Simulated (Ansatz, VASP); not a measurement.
# Al (Sigma19 (331)[1-10] symmetric tilt boundary in Al): VASP beside Ansatz, part 2 of 2

Wanted: the spread between two codes on one cell, functional and k mesh. The cell is taken from a series of runs on this material, whose earlier steps may have relaxed, scaled, displaced or heated it; both programs get it as it stands.

VASP 6.6.1 and Ansatz 0.2.0.

So far. Step 2 (VASP: single point, PBE, pair 1): The run ends at a pressure of -0.72 GPa, with forces up to 0.060 eV/Å.

## (5) VASP: single point, PBE, pair 2

Level of this step: PBE; plane waves and PAW (Al) (VASP).

A single point gives forces, pressure and levels at one fixed geometry, so differences don't come from the geometry; what else differs is listed under the comparison.

INCAR reads:

```
SYSTEM = Al
PREC = Accurate
ENCUT = 500
EDIFF = 1E-06
NELM = 120
ISMEAR = -1
SIGMA = 0.1
LREAL = Auto
ALGO = Normal
GGA = PE
NBANDS = 96
LORBIT = 11
LWAVE = .FALSE.
LCHARG = .FALSE.
ISIF = 2
LASPH = .TRUE.
GGA_COMPAT = .FALSE.
KPAR = 8
```

POSCAR reads:

```
Al
1.0
    5.7134200000      0.0000000000      0.0000000000
    1.4283600000      6.2260600000      0.0000000000
    0.0000000000      0.0000000000     21.3548500000
Al
44
Direct
    0.3264200000      0.6721200000      0.9971650000
    0.1912000000      0.3100150000      0.0450300000
    0.0236900000      0.9400350000      0.0819250000
    0.3695000000      0.5727950000      0.1305950000
    0.2123900000      0.2007550000      0.1733600000
    0.0543000000      0.8298300000      0.2165950000
    0.3970900000      0.4607700000      0.2608450000
    0.2408650000      0.0869550000      0.3022800000
    0.0824000000      0.7182000000      0.3508350000
    0.4198950000      0.3498400000      0.3903500000
    0.2817600000      0.9899050000      0.4333350000
    0.4901700000      0.2557150000      0.9333350000
    0.3520350000      0.8957800000      0.8903500000
    0.1895300000      0.5274200000      0.8508350000
    0.5310650000      0.1586650000      0.8022800000
    0.3748400000      0.7848500000      0.7608450000
    0.2176300000      0.4157900000      0.7165950000
    0.5595400000      0.0448650000      0.6733600000
    0.4024300000      0.6728250000      0.6305950000
    0.2482400000      0.3055850000      0.5819250000
    0.5807300000      0.9356050000      0.5450300000
    0.4455100000      0.5735000000      0.4971650000
    0.8264200000      0.6721200000      0.9971650000
    0.6912000000      0.3100150000      0.0450300000
    0.5236900000      0.9400350000      0.0819250000
    0.8695000000      0.5727950000      0.1305950000
    0.7123900000      0.2007550000      0.1733600000
    0.5543000000      0.8298300000      0.2165950000
    0.8970900000      0.4607700000      0.2608450000
    0.7408650000      0.0869550000      0.3022800000
    0.5824000000      0.7182000000      0.3508350000
    0.9198950000      0.3498400000      0.3903500000
    0.7817600000      0.9899050000      0.4333350000
    0.9901700000      0.2557150000      0.9333350000
    0.8520350000      0.8957800000      0.8903500000
    0.6895300000      0.5274200000      0.8508350000
    0.0310650000      0.1586650000      0.8022800000
    0.8748400000      0.7848500000      0.7608450000
    0.7176300000      0.4157900000      0.7165950000
    0.0595400000      0.0448650000      0.6733600000
    0.9024300000      0.6728250000      0.6305950000
    0.7482400000      0.3055850000      0.5819250000
    0.0807300000      0.9356050000      0.5450300000
    0.9455100000      0.5735000000      0.4971650000
```

KPOINTS reads:

```
Automatic mesh
0
Gamma
6 6 2
0 0 0
```

Potentials, in the order of the species: Al (PBE family, release 64).

Launch:

```console
$ mpirun -np 8 vasp_std
```

Numbers of over 12 decimals in the logs are rounded to 6 here.

What it wrote:

```text
[banner, memory and clock lines left out]
running    8 mpi-ranks, on    1 nodes
[...]
[... a notice as in an earlier step ...]

 LDA part: xc-table for (Slater+PW92), standard interpolation
 POSCAR, INCAR and KPOINTS ok, starting setup
[...]
entering main loop
       N       E                     dE             d eps       ncg     rms          rms(c)
DAV:   1     0.170629904029E+03    0.17063E+03   -0.45038E+04  7680   0.108E+03
DAV:   2    -0.144696970917E+03   -0.31533E+03   -0.29459E+03  8976   0.140E+02
DAV:   3    -0.163850399248E+03   -0.19153E+02   -0.18231E+02  9544   0.276E+01
DAV:   4    -0.164280886965E+03   -0.43049E+00   -0.42589E+00  9152   0.442E+00
[...]
DAV:  13    -0.163073207407E+03    0.57511E-06   -0.13282E-05  8744   0.101E-02    0.684E-03
DAV:  14    -0.163073203933E+03    0.34735E-05   -0.13899E-06  5520   0.286E-03    0.986E-03
DAV:  15    -0.163073203796E+03    0.13739E-06   -0.24477E-07  4800   0.140E-03
   1 F= -.16307320E+03 E0= -.16279344E+03  d E =-.559531E+00
```

OUTCAR, selected parts (step 5):

```text
  Total       -2.4880727     -2.0373650     -5.5960548      0.7305910      0.0000000      0.0000000
  in kB       -5.2476840     -4.2970800    -11.8028412      1.5409160      0.0000000      0.0000000
  external PRESSURE =      -7.1158684 kB  Pullay stress =       0.0000000 kB

 POSITION                                       TOTAL-FORCE (eV/Angst)
 -----------------------------------------------------------------------------------
      2.82500      4.18466     21.29431         0.021307      0.006235     -0.031674
      1.53522      1.93017      0.96161        -0.001597     -0.014761     -0.041665
      1.47806      5.85271      1.74950         0.006013     -0.003966      0.045636
      2.92927      3.56626      2.78884         0.004502     -0.016498      0.005815
      1.50022      1.24991      3.70208        -0.010371     -0.051661     -0.006268
      1.49553      5.16657      4.62535         0.007487     -0.005570     -0.022122
      2.92689      2.86878      5.57031         0.005977      0.024473      0.001539
      1.50037      0.54139      6.45514        -0.011797      0.031567      0.027671
      1.49663      4.47156      7.49203         0.004454      0.017911     -0.023539
      2.89873      2.17812      8.33587         0.018711     -0.001850      0.009431
      3.02375      6.16321      9.25380        -0.005352      0.014266      0.035175
      3.16580      1.59210     19.93123         0.005352     -0.014266      0.035175
      3.29082      5.57718     19.01329        -0.018711      0.001850      0.009431
      1.83621      3.28375     18.16945        -0.004454     -0.017911     -0.023539
[...]
-----------------------------------------------------------------------------------
    total drift:                                0.000008      0.000007     -0.005514

  FREE ENERGIE OF THE ION-ELECTRON SYSTEM (eV)
  ---------------------------------------------------
  free  energy   TOTEN  =      -163.0732037959 eV

  energy  without entropy=     -162.5136731561  energy(sigma->0) =     -162.79343848

[... 2 further parts left out ...]
[key lines of the parts left out:]
E-fermi :   7.4624
```

The run ends at a pressure of -0.71 GPa, with forces up to 0.053 eV/Å.

## (6) Ansatz: single point, PBE, pair 2

The same cell, functional, mesh and smearing now go to Ansatz, which takes its cutoff from its data sets.

The cell is taken from a series of runs on this material, whose earlier steps may have relaxed, scaled, displaced or heated it; both programs get it as it stands.

input.yaml reads:

```yaml
crystal:
  lattice:
    - [5.71342, 0.0, 0.0]
    - [1.42836, 6.22606, 0.0]
    - [0.0, 0.0, 21.35485]
  atoms:
    - { symbol: Al, position: [0.32642, 0.67212, 0.99717] }
    - { symbol: Al, position: [0.1912, 0.31001, 0.04503] }
    - { symbol: Al, position: [0.02369, 0.94003, 0.08193] }
    - { symbol: Al, position: [0.3695, 0.57278, 0.1306] }
    - { symbol: Al, position: [0.21239, 0.20076, 0.17336] }
    - { symbol: Al, position: [0.0543, 0.82982, 0.2166] }
    - { symbol: Al, position: [0.39709, 0.46077, 0.26085] }
    - { symbol: Al, position: [0.24087, 0.08695, 0.30228] }
    - { symbol: Al, position: [0.0824, 0.7182, 0.35084] }
    - { symbol: Al, position: [0.4199, 0.34983, 0.39035] }
    - { symbol: Al, position: [0.28176, 0.98992, 0.43334] }
    - { symbol: Al, position: [0.49017, 0.25573, 0.93333] }
    - { symbol: Al, position: [0.35204, 0.89577, 0.89035] }
    - { symbol: Al, position: [0.18953, 0.52742, 0.85083] }
    - { symbol: Al, position: [0.53107, 0.15866, 0.80228] }
    - { symbol: Al, position: [0.37484, 0.78485, 0.76084] }
    - { symbol: Al, position: [0.21763, 0.41578, 0.71659] }
    - { symbol: Al, position: [0.55954, 0.04487, 0.67336] }
    - { symbol: Al, position: [0.40243, 0.67281, 0.63059] }
    - { symbol: Al, position: [0.24824, 0.30558, 0.58192] }
    - { symbol: Al, position: [0.58073, 0.9356, 0.54503] }
    - { symbol: Al, position: [0.44551, 0.5735, 0.49716] }
    - { symbol: Al, position: [0.82642, 0.67212, 0.99717] }
    - { symbol: Al, position: [0.6912, 0.31001, 0.04503] }
    - { symbol: Al, position: [0.52369, 0.94003, 0.08193] }
    - { symbol: Al, position: [0.8695, 0.57278, 0.1306] }
    - { symbol: Al, position: [0.71239, 0.20076, 0.17336] }
    - { symbol: Al, position: [0.5543, 0.82982, 0.2166] }
    - { symbol: Al, position: [0.89709, 0.46077, 0.26085] }
    - { symbol: Al, position: [0.74087, 0.08695, 0.30228] }
    - { symbol: Al, position: [0.5824, 0.7182, 0.35084] }
    - { symbol: Al, position: [0.9199, 0.34983, 0.39035] }
    - { symbol: Al, position: [0.78176, 0.98992, 0.43334] }
    - { symbol: Al, position: [0.99017, 0.25573, 0.93333] }
    - { symbol: Al, position: [0.85204, 0.89577, 0.89035] }
    - { symbol: Al, position: [0.68953, 0.52742, 0.85083] }
    - { symbol: Al, position: [0.03107, 0.15866, 0.80228] }
    - { symbol: Al, position: [0.87484, 0.78485, 0.76084] }
    - { symbol: Al, position: [0.71763, 0.41578, 0.71659] }
    - { symbol: Al, position: [0.05954, 0.04487, 0.67336] }
    - { symbol: Al, position: [0.90243, 0.67281, 0.63059] }
    - { symbol: Al, position: [0.74824, 0.30558, 0.58192] }
    - { symbol: Al, position: [0.08073, 0.9356, 0.54503] }
    - { symbol: Al, position: [0.94551, 0.5735, 0.49716] }
kpoints:
  mp_grid: { grid: [6, 6, 2] }
hamiltonian:
  xc: pbe
scf:
  occupations: { method: fermi_dirac, width: 0.1 }
output:
  forces: true
  stress: true
  populations: true
  dos:
    method: { smearing: { sigma: 0.08 } }
    de: 0.1
    projected:
      site_lists:
        Al: [Al]
        lower_grain: [0, 1, 2, 3, 4, 5, 6, 7, 8, 9, 10, 22, 23, 24, 25, 26, 27, 28, 29, 30, 31, 32]
        upper_grain: [11, 12, 13, 14, 15, 16, 17, 18, 19, 20, 21, 33, 34, 35, 36, 37, 38, 39, 40, 41, 42, 43]
  eigenvalues: true
  write_density: true
  write_potential: true
  volumetric_format: npy
```

Launch:

```console
$ ansatz run input.yaml --threads 4 --pin off --max-ram 8192MiB --backend cpu --events-out ev --progress --plain --runs-dir out
```

What it wrote:

```text
[...]
Crystal: 44 atoms, lattice volume = 759.637 Å³
Basis set: ecut = 420 eV, 14903 PW (Γ), exchange–correlation on 80×90×288 points (8 copies of the dense FFT grid, shifted against one another)
Bands: 110, of which v1, the nominal top of the filled ones, is band 66 counted from 1 (65 counted from 0)
Symmetry: 2 space group operations
[...]
--- Löwdin populations: 44 sites ---
  site symbol       q [e]
     0     Al      2.9554
     1     Al      2.9793
     2     Al      2.9565
     3     Al      2.9482
     4     Al      2.9475
     5     Al      2.9569
     6     Al      2.9505
     7     Al      2.9361
[...]
40     Al      2.9482
    41     Al      2.9565
    42     Al      2.9793
    43     Al      2.9553
  spilling = 0.013827 (of n_electrons = 132.000000)
[key lines of the parts left out:]
SCF converged after 6 iterations
Free energy (F): -23648.350456 eV
Fermi energy:    7.406386 eV
P = ⅓ Tr σ = -0.6788 GPa (-6.788 kbar)
```

## (7) Comparison

What differs besides the data sets and the points named for the pairs above, as far as they apply: the cutoff is 420 eV in Ansatz and 500 eV in VASP (PREC = Accurate, projectors in real space). Total energies have different zeros and are not compared.

Both answers:

| quantity | Ansatz | VASP | difference |
| --- | --- | --- | --- |
| pressure (GPa) | -0.68 | -0.71 | +0.03 |

Forces on 9 of the 44 atoms, those with the largest forces and the largest differences (eV/Å; atoms numbered as in POSCAR):

| atom | Ansatz x, y, z | VASP x, y, z |
| --- | --- | --- |
| Al5 | -0.012, -0.054, -0.008 | -0.010, -0.052, -0.006 |
| Al8 | -0.011, 0.033, 0.032 | -0.012, 0.032, 0.028 |
| Al12 | 0.004, -0.014, 0.040 | 0.005, -0.014, 0.035 |
| Al18 | 0.012, 0.054, -0.008 | 0.010, 0.052, -0.006 |
| Al27 | -0.012, -0.054, -0.008 | -0.010, -0.052, -0.006 |
| Al30 | -0.011, 0.033, 0.032 | -0.012, 0.032, 0.028 |
| Al34 | 0.004, -0.014, 0.040 | 0.005, -0.014, 0.035 |
| Al37 | 0.011, -0.033, 0.032 | 0.012, -0.032, 0.028 |
| Al40 | 0.012, 0.054, -0.008 | 0.010, 0.052, -0.006 |

The forces differ by 1.9 meV/Å r.m.s., which is 8.9 % of the r.m.s. force of 0.021 eV/Å (both taken over all components).

## (8) What came out

```yaml
r_m_s_force_difference_single_point_pbe_pair_1: 0.6 meV/Å
difference_in_pressure_single_point_pbe_pair_2: 0.033 GPa
```

The r.m.s. force difference is 0.6 meV/Å (single point, PBE, pair 1), within the 12 meV/Å picked in this series as the mark of a large difference. How closely two codes agree says nothing of how well the functional describes the real material.

[Lines on the potential files, build, host, timing and source positions are cut from VASP's logs without a mark.]

[Logs are printed without paths, hosts, clocks, repeated set-up lines and the standing remarks that a program may print on its own settings, such as how far it seeks lower states.]

[Hosts, paths, dates, database ids (printed as entryN), source tags and the programs' standing remarks are cut or masked in the printed files.]
